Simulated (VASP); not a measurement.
Given:

```xyz
3
Lattice="1.5718 -2.7225 0.0000 1.5718 2.7225 0.0000 0.0000 0.0000 3.5153" Properties=species:S:1:pos:R:3 pbc="T T T"
Zr     0.0000     0.0000     0.0000
B      1.5718     0.9075     1.7576
B      1.5718    -0.9075     1.7576
```

All values below come from PBE GGA with D3 dispersion (Becke-Johnson damping), VASP's PBE PAW potentials (set 64) (plane waves; VASP). Run with 520 eV cut-off, 13×13×10 Γ-centred mesh, tetrahedra with Blöchl corrections, potentials Zr_sv B.

Question: Estimate the energy per atom (σ→0), band gap (on the k-mesh) with the smallest direct gap where there is one.

Answer: 
The band gap (on the k-mesh) comes out as none (metal, semimetal or under 0.01 eV). The energy per atom (σ→0) is -841.3 kJ/mol of atoms.

The absolute energy has meaning only against runs of the same code, potentials and settings.

The compound is ZrB2 in the AlB2 type structure. It was relaxed first.
